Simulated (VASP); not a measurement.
# VASP 6.6.1, PBE single-point calculation, MgHgSe$_{2}$ (strained ordered alloy on zincblende lattice)

INCAR

```
ISMEAR = -1
SIGMA = 0.02
ISIF = 2
PREC = Accurate
LREAL = .FALSE.
EDIFF = 1E-7
NBANDS = 21
LWAVE = .FALSE.
LELF = .TRUE.
IBRION = -1
LASPH = .TRUE.
NELM = 120
GGA = PE
NSW = 0
LCHARG = .TRUE.
ENCUT = 520
```

KPOINTS

```
KPOINTS created by Atomic Simulation Environment
0
Gamma
6 6 4
0 0 0
```

KPOINTS_OPT

```
special points
6
Reciprocal
0.0000000000 0.0000000000 0.0000000000 1
0.0000000000 0.5000000000 0.0000000000 1
0.5000000000 0.5000000000 0.0000000000 1
0.0000000000 0.0000000000 0.5000000000 1
0.0000000000 0.5000000000 0.5000000000 1
0.5000000000 0.5000000000 0.5000000000 1
```

POSCAR

```
Mg Se Hg
 1.0000000000000000
     4.4950432377000000    0.0000000000000000    0.0000000000000000
     0.0000000000000000    4.4950432377000000    0.0000000000000000
     0.0000000000000000    0.0000000000000000    6.2368366225000003
 Mg  Se  Hg
   1   2   1
Cartesian
  0.0000000000000000  0.0000000000000000  0.0000000000000000
  0.0000000000000000  2.2475216188499996  1.4806233515852367
  2.2475216188499996  0.0000000000000000  4.7562132709147624
  2.2475216188499996  2.2475216188499996  3.1184183112499997
```

VASP ran with the recommended PBE PAW datasets (26 valence electrons in the cell).

Command

```
mpirun -np 1 vasp_std
```

From OUTCAR

```
k-points           NKPTS =     30   k-points in BZ     NKDIM =     30   number of bands    NBANDS=     21

   NELECT =      26.0000    total number of electrons

   dimension x,y,z NGX =    36 NGY =   36 NGZ =   48
   dimension x,y,z NGXF=    72 NGYF=   72 NGZF=   96

  energy-cutoff  :      520.00
  volume of cell :      126.02
      direct lattice vectors                 reciprocal lattice vectors
     4.495043238  0.000000000  0.000000000     0.222467271  0.000000000  0.000000000
     0.000000000  4.495043238  0.000000000     0.000000000  0.222467271  0.000000000
     0.000000000  0.000000000  6.236836623     0.000000000  0.000000000  0.160337694

 k-points in reciprocal lattice and weights: KPOINTS created by Atomic Simulation Env
   0.00000000  0.00000000  0.00000000       0.007
   0.16666667  0.00000000  0.00000000       0.028
   0.33333333  0.00000000  0.00000000       0.028
   0.50000000  0.00000000  0.00000000       0.014
   0.16666667  0.16666667  0.00000000       0.028
   0.33333333  0.16666667  0.00000000       0.056
   0.50000000  0.16666667  0.00000000       0.028
   0.33333333  0.33333333  0.00000000       0.028
   ...

 E-fermi :   0.3865

 k-point     1 :       0.0000    0.0000    0.0000
  band No.  band energies     occupation
      1     -11.6973      2.00000
      2     -11.2043      2.00000
      3      -5.5999      2.00000
      4      -5.5999      2.00000
      5      -5.4243      2.00000
      6      -5.4119      2.00000
      7      -5.2289      2.00000
      8      -3.3982      2.00000
      9      -1.2930      2.00000
     10      -1.2930      2.00000
     11       0.0892      2.00000
     12       0.1985      1.99983
     13       0.1985      1.99983
     14       0.5582      0.00037
     15       3.7390      0.00000
     16       3.9039      0.00000
     17       6.3483      0.00000
     18       6.3483      0.00000
     19       6.3581      0.00000
     20       8.7846      0.00000
     21       9.8085      0.00000

 k-point     2 :       0.1667    0.0000    0.0000
  band No.  band energies     occupation
      1     -11.6398      2.00000
      2     -11.2091      2.00000
      3      -5.6014      2.00000
      4      -5.5952      2.00000
      5      -5.3885      2.00000
      6      -5.3619      2.00000
      7      -5.2489      2.00000
      8      -3.4001      2.00000
      9      -1.6065      2.00000
     10      -1.1810      2.00000
     11      -0.8525      2.00000
     12      -0.0955      2.00000
     13       0.1428      1.99999
     14       1.5819      0.00000
     15       3.9681      0.00000
     16       4.4717      0.00000
     17       6.0775      0.00000
     18       6.4846      0.00000
     19       6.6369      0.00000
     20       8.4975      0.00000
     21       8.9492      0.00000

 k-point     3 :       0.3333    0.0000    0.0000
  band No.  band energies     occupation
      1     -11.4975      2.00000
      2     -11.2440      2.00000
      3      -5.5854      2.00000
      4      -5.5715      2.00000
      5      -5.3369      2.00000
      6      -5.2879      2.00000
      7      -5.2640      2.00000
      8      -3.4721      2.00000
      9      -2.0188      2.00000
     10      -1.6057      2.00000
     11      -0.9011      2.00000
     12      -0.6636      2.00000
     13      -0.0269      2.00000
     14       2.4959      0.00000
     15       4.3270      0.00000
     16       5.2396      0.00000
     17       6.2515      0.00000
     18       6.7247      0.00000
     19       6.8182      0.00000
     20       7.5830      0.00000
     21       7.9747      0.00000

 k-point     4 :       0.5000    0.0000    0.0000
  band No.  band energies     occupation
      1     -11.3511      2.00000
      2     -11.3355      2.00000
      3      -5.5804      2.00000
      4      -5.5360      2.00000
      5      -5.3271      2.00000
      6      -5.3071      2.00000
      7      -5.2152      2.00000
      8      -3.5422      2.00000
      9      -2.3126      2.00000
     10      -1.3886      2.00000
     11      -1.2737      2.00000
     12      -0.6851      2.00000
     13      -0.1892      2.00000
     14       2.8894      0.00000
     15       4.5300      0.00000
     16       5.6519      0.00000
     17       6.1083      0.00000
     18       6.5388      0.00000
     19       6.8317      0.00000
     20       7.1675      0.00000
     21       7.3888      0.00000

 k-point     5 :       0.1667    0.1667    0.0000
  band No.  band energies     occupation
      1     -11.5858      2.00000
      2     -11.2095      2.00000
      3      -5.5937      2.00000
      4      -5.5828      2.00000
      5      -5.3553      2.00000
      6      -5.3292      2.00000
      7      -5.2713      2.00000
      8      -3.4099      2.00000
      9      -1.5882      2.00000
     10      -1.4289      2.00000
     11      -1.1375      2.00000
     12      -0.2635      2.00000
     13      -0.1540      2.00000
     14       2.1411      0.00000
     15       4.5372      0.00000
     16       4.6345      0.00000
     17       5.5360      0.00000
     18       6.9528      0.00000
     19       7.0968      0.00000
     20       7.5869      0.00000
     21       8.0532      0.00000

 k-point     6 :       0.3333    0.1667    0.0000
  band No.  band energies     occupation
      1     -11.4537      2.00000
      2     -11.2322      2.00000
      3      -5.5669      2.00000
      4      -5.5420      2.00000
      5      -5.3363      2.00000
      6      -5.2915      2.00000
      7      -5.2541      2.00000
      8      -3.5036      2.00000
      9      -2.0610      2.00000
     10      -1.5590      2.00000
     11      -1.1728      2.00000
     12      -0.6844      2.00000
     13      -0.4134      2.00000
     14       2.7761      0.00000
     15       4.6259      0.00000
     16       5.1225      0.00000
     17       5.6873      0.00000
     18       6.5652      0.00000
     19       7.0452      0.00000
     20       7.6570      0.00000
     21       8.1122      0.00000

 k-point     7 :       0.5000    0.1667    0.0000
  band No.  band energies     occupation
      1     -11.3208      2.00000
      2     -11.3092      2.00000
      3      -5.5546      2.00000
      4      -5.4955      2.00000
      5      -5.3657      2.00000
      6      -5.2845      2.00000
      7      -5.2126      2.00000
      8      -3.5903      2.00000
      9      -2.3444      2.00000
     10      -1.3251      2.00000
     11      -1.2202      2.00000
     12      -0.9459      2.00000
     13      -0.5675      2.00000
     14       3.0171      0.00000
     15       4.8187      0.00000
     16       5.2283      0.00000
     17       5.2676      0.00000
     18       6.5498      0.00000
     19       6.5665      0.00000
     20       8.0452      0.00000
     21       8.6265      0.00000

 k-point     8 :       0.3333    0.3333    0.0000
  band No.  band energies     occupation
      1     -11.3512      2.00000
      2     -11.2211      2.00000
      3      -5.4975      2.00000
      4      -5.4855      2.00000
      5      -5.3826      2.00000
      6      -5.2503      2.00000
      7      -5.2418      2.00000
      8      -3.6542      2.00000
      9      -2.3230      2.00000
     10      -1.3734      2.00000
     11      -1.3717      2.00000
     12      -0.8579      2.00000
     13      -0.8088      2.00000
     14       2.8572      0.00000
     15       4.0172      0.00000
     16       4.6461      0.00000
     17       5.5621      0.00000
     18       7.3791      0.00000
     19       7.6590      0.00000
     20       7.9962      0.00000
     21       8.4636      0.00000

 k-point     9 :       0.5000    0.3333    0.0000
  band No.  band energies     occupation
      1     -11.2590      2.00000
      2     -11.2552      2.00000
      3      -5.4635      2.00000
      4      -5.4243      2.00000
      5      -5.4122      2.00000
      6      -5.2577      2.00000
      7      -5.2177      2.00000
      8      -3.7802      2.00000
      9      -2.5043      2.00000
     10      -1.2382      2.00000
     11      -1.1674      2.00000
     12      -1.1170      2.00000
     13      -0.9815      2.00000
     14       2.7827      0.00000
     15       3.9653      0.00000
     16       4.0495      0.00000
     17       5.3516      0.00000
     18       7.6929      0.00000
     19       7.9458      0.00000
     20       8.9827      0.00000
     21       9.0117      0.00000

 ...

  Total       -2.5838431     -2.5838431     -2.4500399      0.0000000      0.0000000      0.0000000
  in kB      -32.8506980    -32.8506980    -31.1495393      0.0000000      0.0000000      0.0000000
  external PRESSURE =     -32.2836451 kB  Pullay stress =       0.0000000 kB

 POSITION                                       TOTAL-FORCE (eV/Angst)
 -----------------------------------------------------------------------------------
      0.00000      0.00000      0.00000         0.000000     -0.000000      0.000000
      0.00000      2.24752      1.48062         0.000000     -0.000000     -0.066509
      2.24752      0.00000      4.75621         0.000000     -0.000000      0.066509
      2.24752      2.24752      3.11842         0.000000      0.000000      0.000000
 -----------------------------------------------------------------------------------
    total drift:                                0.000000      0.000000      0.000000

  FREE ENERGIE OF THE ION-ELECTRON SYSTEM (eV)
  ---------------------------------------------------
  free  energy   TOTEN  =       -11.4284276163 eV

  energy  without entropy=      -11.4284265646  energy(sigma->0) =      -11.42842709
```

- gap between bands v and c: 0.36 eV
- least direct gap: 0.36 eV
- pressure: -3.2 GPa
- largest force: 0.07 eV/Å

Band v is the last that the valence electrons fill when counted band by band, and c is the next.

The run took about 91 s on one core of a shared host (Intel Xeon Platinum 8488C) and held 0.33 GiB at most.
